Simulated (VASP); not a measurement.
# A vacancy on the Mg site in a supercell of Mg, part 2 of 3

Wanted: what a vacancy on the Mg site costs in Mg and how the lattice relaxes round it.

VASP 6.6.1; PBEsol; plane waves and PAW (Mg).

So far. Step 2 (The host at zero pressure): The run ended after 5 ionic steps, 0.008 eV below its first step, once forces and stress met EDIFFG = -0.02.

**3. The perfect supercell**

System of this step: Mg. The cell holds 64 atoms: 64 Mg. Cell: a = 12.734 Å, b = 12.734 Å, c = 10.221 Å, α = 90.0°, β = 90.0°, γ = 120.0°. It derives from Mg.

The same cell, mesh and cutoff without the defect give the energy to subtract and, in a gapped host, the band edges to count from, so that most errors cancel.

Input file INCAR:

```
SYSTEM = Mg
PREC = Normal
ENCUT = 300
EDIFF = 1E-05
NELM = 120
ISMEAR = 1
SIGMA = 0.2
LREAL = Auto
ALGO = Fast
GGA = PS
LORBIT = 11
LWAVE = .FALSE.
LCHARG = .FALSE.
KPAR = 4
NCORE = 2
```

Input file POSCAR:

```
Mg
1.0
   12.7343207500      0.0000000000      0.0000000000
   -6.3671603752     11.0282452696      0.0000000000
    0.0000000000      0.0000000000     10.2209445434
Mg
64
Direct
    0.0000000000      0.0000000000      0.0000000000
    0.0000000000      0.0000000000      0.5000000000
    0.0000000000      0.2500000000      0.0000000000
    0.0000000000      0.2500000000      0.5000000000
    0.0000000000      0.5000000000      0.0000000000
    0.0000000000      0.5000000000      0.5000000000
    0.0000000000      0.7500000000      0.0000000000
    0.0000000000      0.7500000000      0.5000000000
    0.2500000000      0.0000000000      0.0000000000
    0.2500000000      0.0000000000      0.5000000000
    0.2500000000      0.2500000000      0.0000000000
    0.2500000000      0.2500000000      0.5000000000
    0.2500000000      0.5000000000      0.0000000000
    0.2500000000      0.5000000000      0.5000000000
    0.2500000000      0.7500000000      0.0000000000
    0.2500000000      0.7500000000      0.5000000000
    0.5000000000      0.0000000000      0.0000000000
    0.5000000000      0.0000000000      0.5000000000
    0.5000000000      0.2500000000      0.0000000000
    0.5000000000      0.2500000000      0.5000000000
    0.5000000000      0.5000000000      0.0000000000
    0.5000000000      0.5000000000      0.5000000000
    0.5000000000      0.7500000000      0.0000000000
    0.5000000000      0.7500000000      0.5000000000
    0.7500000000      0.0000000000      0.0000000000
    0.7500000000      0.0000000000      0.5000000000
    0.7500000000      0.2500000000      0.0000000000
    0.7500000000      0.2500000000      0.5000000000
    0.7500000000      0.5000000000      0.0000000000
    0.7500000000      0.5000000000      0.5000000000
    0.7500000000      0.7500000000      0.0000000000
    0.7500000000      0.7500000000      0.5000000000
    0.0833333333      0.1666666667      0.2500000000
    0.0833333333      0.1666666667      0.7500000000
    0.0833333333      0.4166666667      0.2500000000
    0.0833333333      0.4166666667      0.7500000000
    0.0833333333      0.6666666667      0.2500000000
    0.0833333333      0.6666666667      0.7500000000
    0.0833333333      0.9166666667      0.2500000000
    0.0833333333      0.9166666667      0.7500000000
    0.3333333333      0.1666666667      0.2500000000
    0.3333333333      0.1666666667      0.7500000000
    0.3333333333      0.4166666667      0.2500000000
    0.3333333333      0.4166666667      0.7500000000
    0.3333333333      0.6666666667      0.2500000000
    0.3333333333      0.6666666667      0.7500000000
    0.3333333333      0.9166666667      0.2500000000
    0.3333333333      0.9166666667      0.7500000000
    0.5833333333      0.1666666667      0.2500000000
    0.5833333333      0.1666666667      0.7500000000
    0.5833333333      0.4166666667      0.2500000000
    0.5833333333      0.4166666667      0.7500000000
    0.5833333333      0.6666666667      0.2500000000
    0.5833333333      0.6666666667      0.7500000000
    0.5833333333      0.9166666667      0.2500000000
    0.5833333333      0.9166666667      0.7500000000
    0.8333333333      0.1666666667      0.2500000000
    0.8333333333      0.1666666667      0.7500000000
    0.8333333333      0.4166666667      0.2500000000
    0.8333333333      0.4166666667      0.7500000000
    0.8333333333      0.6666666667      0.2500000000
    0.8333333333      0.6666666667      0.7500000000
    0.8333333333      0.9166666667      0.2500000000
    0.8333333333      0.9166666667      0.7500000000
```

Input file KPOINTS:

```
Automatic mesh
0
Gamma
3 3 4
0 0 0
```

PAW data sets: Mg (PBE family, release 64).

Run with:

```
$ mpirun -np 8 vasp_std
```

Output:

```text
[banner, memory and clock lines left out]
running    8 mpi-ranks, on    1 nodes
 distrk:  each k-point on    2 cores,    4 groups
 distr:  one band on    2 cores,    1 groups

 POSCAR found type information on POSCAR Mg
 POSCAR found :  1 types and      64 ions
 [... a notice as in an earlier step ...]

 LDA part: xc-table for (Slater+PW92), standard interpolation
 POSCAR, INCAR and KPOINTS ok, starting setup
 FFT: planning ... GRIDC
 FFT: planning ... GRID_SOFT
 FFT: planning ... GRID
 WAVECAR not read
 entering main loop
       N       E                     dE             d eps       ncg     rms          rms(c)
DAV:   1     0.750920879823E+02    0.75092E+02   -0.26763E+04  1746   0.622E+02
DAV:   2    -0.999065002209E+02   -0.17500E+03   -0.16145E+03  2038   0.858E+01
DAV:   3    -0.110631889700E+03   -0.10725E+02   -0.10063E+02  2212   0.169E+01
DAV:   4    -0.110876997118E+03   -0.24511E+00   -0.24230E+00  2076   0.266E+00
DAV:   5    -0.110881135467E+03   -0.41383E-02   -0.41313E-02  2122   0.363E-01    0.547E+00
RMM:   6    -0.110548612596E+03    0.33252E+00   -0.15640E-02  1794   0.390E-01    0.348E+00
RMM:   7    -0.110243970323E+03    0.30464E+00   -0.67241E-02  1846   0.773E-01    0.164E-01
RMM:   8    -0.110244104560E+03   -0.13424E-03   -0.35487E-03  1956   0.188E-01    0.317E-02
RMM:   9    -0.110244115079E+03   -0.10519E-04   -0.32413E-04  2074   0.510E-02    0.495E-03
RMM:  10    -0.110244120051E+03   -0.49724E-05   -0.70871E-05  1887   0.193E-02
   1 F= -.11024412E+03 E0= -.11024155E+03  d E =-.770834E-02
```

It took 38 s on 8 MPI ranks of Intel Xeon 6975P-C (Granite Rapids), shared host; peak memory 3.1 GiB.

OUTCAR, selected parts (step 3):

```text
  LATTYP: Found a hexagonal cell.
 ALAT       =    12.7343207500
 C/A-ratio  =     0.8026297393

 Found      9 irreducible k-points:

   k-points           NKPTS =      9   k-points in BZ     NKDIM =      9   number of bands    NBANDS=     97

   dimension x,y,z NGX =    54 NGY =   54 NGZ =   48
   dimension x,y,z NGXF=   108 NGYF=  108 NGZF=   96

   ENCUT  =  300.0 eV  22.05 Ry    4.70 a.u.  17.98 17.98 14.43*2*pi/ulx,y,z

   NELECT =     128.0000    total number of electrons

 E-fermi :   2.6431

 k-point     1 :       0.0000    0.0000    0.0000
  band No.  band energies     occupation
    ...
     61       2.2595      2.02066
     62       2.2595      2.02066
     63       2.2595      2.02066
     64       2.2595      2.02066
     65       2.2595      2.02066
     66       2.7398      0.27782
     67       2.7398      0.27782
     68       2.7398      0.27781
     69       2.7398      0.27778
     70       2.7398      0.27778
    ...

 k-point     2 :       0.3333    0.0000    0.0000
  band No.  band energies     occupation
    ...
     61       2.4957      1.94404
     62       2.5362      1.77687
     63       2.5362      1.77683
     64       2.6837      0.66354
     65       2.6837      0.66354
     66       2.8951     -0.07054
     67       2.8951     -0.07054
     68       2.8951     -0.07054
     69       2.8951     -0.07054
     70       3.0611     -0.01181
    ...

  Total        1.3859385      1.3859385     -1.5897421     -0.0000000      0.0000000      0.0000000
  in kB        1.5469679      1.5469679     -1.7744511     -0.0000000      0.0000000      0.0000000
  external PRESSURE =       0.4398282 kB  Pullay stress =       0.0000000 kB

  energy-cutoff  :      300.00
  volume of cell :     1435.40
      direct lattice vectors                 reciprocal lattice vectors
    12.734320750  0.000000000  0.000000000     0.078527942  0.045338128  0.000000000
    -6.367160375 11.028245270  0.000000000     0.000000000  0.090676257  0.000000000
     0.000000000  0.000000000 10.220944543     0.000000000  0.000000000  0.097838316

 POSITION                                       TOTAL-FORCE (eV/Angst)
 -----------------------------------------------------------------------------------
      0.00000      0.00000      0.00000         0.000000     -0.000000      0.000000
      0.00000      0.00000      5.11047         0.000000     -0.000000     -0.000000
     -1.59179      2.75706      0.00000        -0.000000      0.000000     -0.000000
     -1.59179      2.75706      5.11047         0.000000     -0.000000      0.000000
     -3.18358      5.51412      0.00000        -0.000000     -0.000000      0.000000
     -3.18358      5.51412      5.11047        -0.000000     -0.000000     -0.000000
     -4.77537      8.27118      0.00000         0.000000     -0.000000      0.000000
     -4.77537      8.27118      5.11047        -0.000000     -0.000000      0.000000
      3.18358      0.00000      0.00000         0.000000      0.000000      0.000000
      3.18358      0.00000      5.11047         0.000000     -0.000000     -0.000000
      1.59179      2.75706      0.00000        -0.000000      0.000000     -0.000000
      1.59179      2.75706      5.11047         0.000000     -0.000000      0.000000
     -0.00000      5.51412      0.00000        -0.000000     -0.000000     -0.000000
     -0.00000      5.51412      5.11047        -0.000000      0.000000     -0.000000
     -1.59179      8.27118      0.00000         0.000000     -0.000000     -0.000000
     -1.59179      8.27118      5.11047        -0.000000     -0.000000      0.000000
      6.36716      0.00000      0.00000         0.000000      0.000000      0.000000
      6.36716      0.00000      5.11047         0.000000     -0.000000     -0.000000
      4.77537      2.75706      0.00000         0.000000     -0.000000     -0.000000
      4.77537      2.75706      5.11047         0.000000     -0.000000      0.000000
      3.18358      5.51412      0.00000        -0.000000     -0.000000     -0.000000
      3.18358      5.51412      5.11047        -0.000000      0.000000      0.000000
      1.59179      8.27118      0.00000         0.000000     -0.000000     -0.000000
      1.59179      8.27118      5.11047        -0.000000     -0.000000      0.000000
      9.55074      0.00000      0.00000         0.000000      0.000000      0.000000
      9.55074      0.00000      5.11047         0.000000     -0.000000     -0.000000
      7.95895      2.75706      0.00000         0.000000     -0.000000     -0.000000
      7.95895      2.75706      5.11047         0.000000     -0.000000     -0.000000
      6.36716      5.51412      0.00000        -0.000000     -0.000000     -0.000000
      6.36716      5.51412      5.11047        -0.000000     -0.000000     -0.000000
      4.77537      8.27118      0.00000         0.000000     -0.000000      0.000000
      4.77537      8.27118      5.11047        -0.000000     -0.000000     -0.000000
     -0.00000      1.83804      2.55524        -0.000000      0.000000      0.000000
     -0.00000      1.83804      7.66571         0.000000      0.000000     -0.000000
     -1.59179      4.59510      2.55524         0.000000      0.000000      0.000000
     -1.59179      4.59510      7.66571        -0.000000      0.000000     -0.000000
     -3.18358      7.35216      2.55524         0.000000      0.000000     -0.000000
     -3.18358      7.35216      7.66571        -0.000000      0.000000      0.000000
[...]
-----------------------------------------------------------------------------------
    total drift:                               -0.000000      0.000000      0.000000

  FREE ENERGIE OF THE ION-ELECTRON SYSTEM (eV)
  ---------------------------------------------------
  free  energy   TOTEN  =      -110.2441200514 eV

  energy  without entropy=     -110.2364117162  energy(sigma->0) =     -110.24155061

 total charge
# of ion       s       p       d       tot
------------------------------------------
    1        0.208   0.132   0.012   0.352
    2        0.208   0.132   0.012   0.352
    3        0.208   0.132   0.012   0.352
    4        0.208   0.132   0.012   0.352
    5        0.208   0.132   0.012   0.352
    6        0.208   0.132   0.012   0.352
    7        0.208   0.132   0.012   0.352
    8        0.208   0.132   0.012   0.352
    9        0.208   0.132   0.012   0.352
   10        0.208   0.132   0.012   0.352
   11        0.208   0.132   0.012   0.352
   12        0.208   0.132   0.012   0.352
   13        0.208   0.132   0.012   0.352
   14        0.208   0.132   0.012   0.352
   15        0.208   0.132   0.012   0.352
   16        0.208   0.132   0.012   0.352
   17        0.208   0.132   0.012   0.352
   18        0.208   0.132   0.012   0.352
   19        0.208   0.132   0.012   0.352
   20        0.208   0.132   0.012   0.352
   21        0.208   0.132   0.012   0.352
   22        0.208   0.132   0.012   0.352
   23        0.208   0.132   0.012   0.352
   24        0.208   0.132   0.012   0.352
   25        0.208   0.132   0.012   0.352
   26        0.208   0.132   0.012   0.352
   27        0.208   0.132   0.012   0.352
   28        0.208   0.132   0.012   0.352
   29        0.208   0.132   0.012   0.352
   30        0.208   0.132   0.012   0.352
   31        0.208   0.132   0.012   0.352
   32        0.208   0.132   0.012   0.352
   33        0.208   0.132   0.012   0.352
   34        0.208   0.132   0.012   0.352
   35        0.208   0.132   0.012   0.352
   36        0.208   0.132   0.012   0.352
   37        0.208   0.132   0.012   0.352
[...]
--------------------------------------------------
tot         13.319   8.425   0.760  22.503

[... 2 parts as in an earlier step ...]

[... 7 further parts left out ...]
```

This step gave:

```
electronic cycles       : 10
electrons               : 128
free energy (TOTEN)     : -110.2441 eV
energy at zero smearing : -110.2416 eV
Fermi energy            : 2.643 eV
```

The host is treated as a metal, as its relaxation found a gap under 0.3 eV or none, and only the neutral defect is run.

[end of part 2 of 3]

[Lines on the potential files, build, host, timing and source positions are cut from VASP's logs without a mark.]

[Logs are printed without paths, hosts, clocks, repeated set-up lines and the standing remarks that a program may print on its own settings, such as how far it seeks lower states.]

[Hosts, paths, dates, database ids (printed as entryN), source tags and the programs' standing remarks are cut or masked in the printed files.]

[In band tables of VASP the shares of atoms and orbitals are scaled to a sum of 1 inside the atoms' spheres.]

[Runs that stopped without an error message from VASP are left out.]
